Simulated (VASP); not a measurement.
## CO on Pt(100): which site?

Where does CO sit on Pt(100), and how strongly does it bind?

Program: VASP 6.6.1. Level of theory: PBEsol; plane waves and PAW (Pt), in the first sound run; inputs show where later runs differ. Results are calculated unless marked as measured.

**1. The structure**

The structure is cubic, space group Fm-3m (No. 225). Conventional cell: a = 3.920 Å, b = 3.920 Å, c = 3.920 Å, α = 90.00°, β = 90.00°, γ = 90.00°. Nearest to Pt lie 12 Pt at 2.77 Å.

**2. The bulk reference, job relaxation, k-mesh 17×17×17**

The bulk crystal is relaxed first, so that the slabs are cut at this functional's lattice.

Input file INCAR:

```
SYSTEM = Pt
PREC = Accurate
ENCUT = 570
EDIFF = 1E-06
NELM = 120
ISMEAR = 1
SIGMA = 0.15
LREAL = .FALSE.
ALGO = Normal
GGA = PS
NBANDS = 11
LASPH = .TRUE.
LORBIT = 11
LWAVE = .FALSE.
LCHARG = .FALSE.
KPAR = 4
IBRION = 2
NSW = 30
ISIF = 3
EDIFFG = -0.01
POTIM = 0.4
```

Input file POSCAR:

```
Pt
1.0
    0.0000000000      1.9600000000      1.9600000000
    1.9600000000      0.0000000000      1.9600000000
    1.9600000000      1.9600000000      0.0000000000
Pt
1
Direct
    0.0000000000      0.0000000000      0.0000000000
```

Input file KPOINTS:

```
Automatic mesh
0
Gamma
17 17 17
0 0 0
```

The projector-augmented-wave data sets are Pt (PBE family, release 64).

The run is started by

```sh
> mpirun -np 4 vasp_std
```

Output:

```text
[banner, memory and clock lines left out]
running    4 mpi-ranks, on    1 nodes
 distrk:  each k-point on    1 cores,    4 groups
 distr:  one band on    1 cores,    1 groups

 POSCAR found type information on POSCAR Pt
 POSCAR found :  1 types and       1 ions
|                                                                             |
|               ----> ADVICE to this user running VASP <----                  |
|                                                                             |
|     You enforced a specific xc type in the INCAR file but a different       |
|     [... a line on the potential file left out ...]
|     I HOPE YOU KNOW WHAT YOU ARE DOING!                                     |
|                                                                             |

 LDA part: xc-table for (Slater+PW92), standard interpolation
 POSCAR, INCAR and KPOINTS ok, starting setup
 FFT: planning ... GRIDC
 FFT: planning ... GRID_SOFT
 FFT: planning ... GRID
 WAVECAR not read
 entering main loop
       N       E                     dE             d eps       ncg     rms          rms(c)
DAV:   1     0.424095746936E+02    0.42410E+02   -0.57268E+03  3678   0.917E+02
DAV:   2    -0.675315039406E+01   -0.49163E+02   -0.47254E+02  4139   0.185E+02
DAV:   3    -0.741621108590E+01   -0.66306E+00   -0.66027E+00  4240   0.205E+01
DAV:   4    -0.741873763985E+01   -0.25266E-02   -0.25264E-02  4197   0.150E+00
DAV:   5    -0.741875714401E+01   -0.19504E-04   -0.19503E-04  4239   0.121E-01    0.134E+01
DAV:   6    -0.701614623114E+01    0.40261E+00   -0.92483E-01  3942   0.760E+00    0.680E+00
DAV:   7    -0.697097877093E+01    0.45167E-01   -0.16255E-01  4185   0.307E+00    0.255E+00
DAV:   8    -0.696696800216E+01    0.40108E-02   -0.67281E-03  3987   0.749E-01    0.671E-01
DAV:   9    -0.696666743007E+01    0.30057E-03   -0.23597E-04  4059   0.141E-01    0.356E-02
DAV:  10    -0.696667125319E+01   -0.38231E-05   -0.42660E-06  4526   0.147E-02    0.623E-03
DAV:  11    -0.696667140998E+01   -0.15680E-06   -0.48222E-08  2232   0.205E-03
   1 F= -.69666714E+01 E0= -.69661018E+01  d E =-.696667E+01
 curvature:   0.00 expect dE= 0.000E+00 dE for cont linesearch  0.000E+00
 trial: gam= 0.00000 g(F)=  0.704E-64 g(S)=  0.808E-03 ort = 0.000E+00 (trialstep = 0.100E+01)
 search vector abs. value=  0.808E-03
 bond charge predicted
       N       E                     dE             d eps       ncg     rms          rms(c)
DAV:   1    -0.697421849188E+01   -0.75472E-02   -0.16562E-01  3777   0.381E+00    0.643E-01
DAV:   2    -0.696664517805E+01    0.75733E-02   -0.20012E-02  3792   0.108E+00    0.244E-01
DAV:   3    -0.696618585076E+01    0.45933E-03   -0.21166E-03  4184   0.333E-01    0.126E-01
DAV:   4    -0.696621662968E+01   -0.30779E-04   -0.91883E-05  4056   0.673E-02    0.105E-02
DAV:   5    -0.696621546887E+01    0.11608E-05   -0.26222E-06  4104   0.144E-02    0.233E-03
DAV:   6    -0.696621580485E+01   -0.33598E-06   -0.89823E-08  2115   0.224E-03
   2 F= -.69662158E+01 E0= -.69656496E+01  d E =0.455605E-03
 trial-energy change:    0.000456  1 .order    0.000473   -0.000808    0.001754
 step:   0.3244(harm=  0.3152)  dis= 0.00000  next Energy=    -6.966803 (dE=-0.132E-03)
 bond charge predicted
       N       E                     dE             d eps       ncg     rms          rms(c)
DAV:   1    -0.697049798308E+01   -0.42825E-02   -0.75579E-02  3768   0.258E+00    0.423E-01
DAV:   2    -0.696699047515E+01    0.35075E-02   -0.94850E-03  3768   0.742E-01    0.173E-01
DAV:   3    -0.696679483173E+01    0.19564E-03   -0.88527E-04  4188   0.215E-01    0.923E-02
DAV:   4    -0.696680405760E+01   -0.92259E-05   -0.36358E-05  4037   0.405E-02    0.336E-03
DAV:   5    -0.696680422521E+01   -0.16761E-06   -0.55423E-07  3952   0.590E-03
   3 F= -.69668042E+01 E0= -.69662356E+01  d E =-.132815E-03
 curvature:  -0.16 expect dE=-0.133E-06 dE for cont linesearch -0.133E-06
 trial: gam= 0.00000 g(F)=  0.384E-63 g(S)=  0.842E-06 ort =-0.261E-04 (trialstep = 0.865E+00)
 search vector abs. value=  0.842E-06
 reached required accuracy - stopping structural energy minimisation
```

Elapsed: 7.8 s, on 4 MPI ranks of Intel Xeon 6975P-C (Granite Rapids), shared host; peak memory 0.63 GiB; 27 s of CPU time.

The logs omit lines about the potential files and the build; timing stands in the text.

From OUTCAR (step 2):

```text
ion  position               nearest neighbor table
   1  0.000  0.000  0.000-

  LATTYP: Found a face centered cubic cell.
 ALAT       =     3.9200000000

 Subroutine GETGRP returns: Found 48 space group operations
 (whereof 48 operations were pure point group operations)

The static configuration has the point symmetry O_h .

 Found    165 irreducible k-points:

   k-points           NKPTS =    165   k-points in BZ     NKDIM =    165   number of bands    NBANDS=     11

   dimension x,y,z NGX =    24 NGY =   24 NGZ =   24
   dimension x,y,z NGXF=    48 NGYF=   48 NGZF=   48

   ENCUT  =  570.0 eV  41.89 Ry    6.47 a.u.   5.40  5.40  5.40*2*pi/ulx,y,z

   NELECT =      10.0000    total number of electrons

 k-points in reciprocal lattice and weights: Automatic mesh
   0.00000000  0.00000000  0.00000000       0.000
   0.05882353  0.00000000  0.00000000       0.002
   0.11764706  0.00000000  0.00000000       0.002
   0.17647059  0.00000000  0.00000000       0.002
   0.23529412  0.00000000  0.00000000       0.002
   0.29411765  0.00000000  0.00000000       0.002
   0.35294118  0.00000000  0.00000000       0.002
   0.41176471  0.00000000  0.00000000       0.002
   0.47058824  0.00000000  0.00000000       0.002
[...]
-0.29411765  0.47058824  0.17647059       0.005
  -0.29411765  0.47058824  0.23529412       0.005

 average (electrostatic) potential at core
       1 -62.7489

 E-fermi :  11.1761

 k-point     1 :       0.0000    0.0000    0.0000
  band No.  band energies     occupation
    ...
      2       7.3516      2.00000
      3       7.3516      2.00000
      4       7.3516      2.00000
      5       9.5480      2.00000
      6       9.5480      2.00000
      7      25.7955      0.00000
      8      30.7803      0.00000
      9      30.7803      0.00000
     10      30.7803      0.00000
     11      36.0948      0.00000

 k-point     2 :       0.0588    0.0000    0.0000
  band No.  band energies     occupation
    ...
      2       7.2878      2.00000
      3       7.4077      2.00000
      4       7.4077      2.00000
      5       9.5159      2.00000
      6       9.5159      2.00000
      7      26.0157      0.00000
      8      30.0346      0.00000
      9      30.9967      0.00000
     10      30.9967      0.00000
     11      36.9181      0.00000

 k-point     3 :       0.1176    0.0000    0.0000
  band No.  band energies     occupation
    ...
      2       7.1273      2.00000
      3       7.5522      2.00000
      4       7.5522      2.00000
      5       9.4509      2.00000
      6       9.4509      2.00000
      7      26.6075      0.00000
      8      28.5135      0.00000
      9      31.6236      0.00000
     10      31.6236      0.00000
     11      37.6036      0.00000

  Total        0.0026969      0.0026969      0.0026969      0.0000000      0.0000000     -0.0000000
  in kB        0.2878319      0.2878319      0.2878319      0.0000000      0.0000000     -0.0000000
  external PRESSURE =       0.2878319 kB  Pullay stress =       0.0000000 kB

  energy-cutoff  :      570.00
  volume of cell :       15.01
      direct lattice vectors                 reciprocal lattice vectors
     0.000000000  1.957950877  1.957950877    -0.255369022  0.255369022  0.255369022
     1.957950877 -0.000000000  1.957950877     0.255369022 -0.255369022  0.255369022
     1.957950877  1.957950877 -0.000000000     0.255369022  0.255369022 -0.255369022

 POSITION                                       TOTAL-FORCE (eV/Angst)
 -----------------------------------------------------------------------------------
      0.00000      0.00000      0.00000         0.000000      0.000000      0.000000
 -----------------------------------------------------------------------------------
    total drift:                               -0.000000     -0.000000     -0.000000

  FREE ENERGIE OF THE ION-ELECTRON SYSTEM (eV)
  ---------------------------------------------------
  free  energy   TOTEN  =        -6.9668042252 eV

  energy  without entropy=       -6.9650983841  energy(sigma->0) =       -6.96623561

 reached required accuracy - stopping structural energy minimisation

 total charge
# of ion       s       p       d       tot
------------------------------------------
    1        0.635   0.621   8.040   9.296

[... 3 further parts left out ...]
```

CONTCAR:

```
Pt
   1.00000000000000
     0.0000000000000000    1.9579508771944465    1.9579508771944465
     1.9579508771944465   -0.0000000000000000    1.9579508771944465
     1.9579508771944465    1.9579508771944465   -0.0000000000000000
  Pt
     1
Direct
     0.0000000000000000    0.0000000000000000    0.0000000000000000
```

The PAW data sets were made with PBE, which is usual practice but a small mismatch for other functionals. The run keeps the 48 symmetry operations of its start, so it cannot find a distortion of lower symmetry.

Step by step:

```
step  energy less that of the first step (eV)  largest force (eV/Å)  pressure (GPa)  volume (Å³)
   1                                   0.0000                0.0000           -0.89        15.06
   2                                   0.0005                0.0000            1.95        14.91
   3                                  -0.0001                0.0000            0.03        15.01
```

```csv
"conventional cell, symmetrised",before,after,change
a (Å),3.920,3.916,-0.1 %
b (Å),3.920,3.916,-0.1 %
c (Å),3.920,3.916,-0.1 %
volume (Å³/atom),15.06,15.01,-0.3 %
```

The relaxed structure:

```
Pt
1.0
     0.00000    1.95795    1.95795
     1.95795    0.00000    1.95795
     1.95795    1.95795    0.00000
Pt
1
Direct
  0.00000 0.00000 0.00000
```

This step gave:

* electronic cycles: 22
* electrons: 10
* free energy (TOTEN): -6.967 eV
* energy at zero smearing: -6.966 eV
* Fermi energy: 11.18 eV
* metallic: yes

The run ended after 3 ionic steps, 0.000 eV below its first step, once forces and stress met EDIFFG = -0.01.

Energy at zero smearing: -6.96624 eV.

**3. The bulk reference, job self-consistent run, k-mesh 20×20×20**

Input file INCAR:

```
SYSTEM = Pt
PREC = Normal
ENCUT = 440
EDIFF = 1E-06
NELM = 120
ISMEAR = 1
SIGMA = 0.15
LREAL = .FALSE.
ALGO = Fast
GGA = PS
NBANDS = 11
LASPH = .TRUE.
LORBIT = 11
LWAVE = .FALSE.
LCHARG = .FALSE.
KPAR = 4
```

Input file POSCAR:

```
Pt
1.0
    0.0000000000      1.9579508772      1.9579508772
    1.9579508772      0.0000000000      1.9579508772
    1.9579508772      1.9579508772      0.0000000000
Pt
1
Direct
    0.0000000000      0.0000000000      0.0000000000
```

Input file KPOINTS:

```
Automatic mesh
0
Gamma
20 20 20
0 0 0
```

The run is started by

```sh
> mpirun -np 4 vasp_std
```

Output:

```text
[banner, memory and clock lines left out]
running    4 mpi-ranks, on    1 nodes
[...]
[... a notice as in an earlier step ...]

 LDA part: xc-table for (Slater+PW92), standard interpolation
 POSCAR, INCAR and KPOINTS ok, starting setup
[...]
entering main loop
       N       E                     dE             d eps       ncg     rms          rms(c)
DAV:   1     0.337072994744E+02    0.33707E+02   -0.48325E+03  5880   0.730E+02
DAV:   2    -0.690334752845E+01   -0.40611E+02   -0.38968E+02  6450   0.163E+02
DAV:   3    -0.741471162024E+01   -0.51136E+00   -0.50738E+00  6596   0.173E+01
DAV:   4    -0.741667503965E+01   -0.19634E-02   -0.19632E-02  6514   0.127E+00
[...]
RMM:  10    -0.696459202256E+01   -0.16890E-04   -0.15022E-04  6502   0.925E-02    0.599E-02
RMM:  11    -0.696459288065E+01   -0.85809E-06   -0.19432E-05  6624   0.307E-02    0.193E-02
RMM:  12    -0.696459253795E+01    0.34270E-06   -0.82108E-06  6132   0.225E-02
   1 F= -.69645925E+01 E0= -.69646472E+01  d E =0.164094E-03
```

Wall time 2.6 s (4 MPI ranks); peak memory 0.5 GiB; 7.3 s of CPU time.

Parts of OUTCAR (step 3):

```text
  Total        0.0098276      0.0098276      0.0098276     -0.0000000      0.0000000      0.0000000
  in kB        1.0488764      1.0488764      1.0488764     -0.0000000      0.0000000      0.0000000
  external PRESSURE =       1.0488764 kB  Pullay stress =       0.0000000 kB

 POSITION                                       TOTAL-FORCE (eV/Angst)
 -----------------------------------------------------------------------------------
      0.00000      0.00000      0.00000        -0.000000      0.000000     -0.000000
 -----------------------------------------------------------------------------------
    total drift:                               -0.000000     -0.000000     -0.000000

  FREE ENERGIE OF THE ION-ELECTRON SYSTEM (eV)
  ---------------------------------------------------
  free  energy   TOTEN  =        -6.9645925379 eV

  energy  without entropy=       -6.9647566316  energy(sigma->0) =       -6.96464724

[... 3 further parts left out ...]
[key lines of the parts left out:]
E-fermi :  11.1905
```

Numbers from this step:

```yaml
electronic_cycles: 12
free_energy_toten: -6.965 eV
energy_at_zero_smearing: -6.965 eV
fermi_energy: 11.19 eV
```

Energy at zero smearing: -6.96465 eV.

The run ends at a pressure of 0.10 GPa.

[end of part 1 of 7]

[Lines on the potential files, build, host, timing and source positions are cut from VASP's logs without a mark.]

[Logs are printed without paths, hosts, clocks, repeated set-up lines and the standing remarks that a program may print on its own settings, such as how far it seeks lower states.]

[Hosts, paths, dates, database ids (printed as entryN), source tags and the programs' standing remarks are cut or masked in the printed files.]

[Runs that stopped without an error message from VASP are left out.]
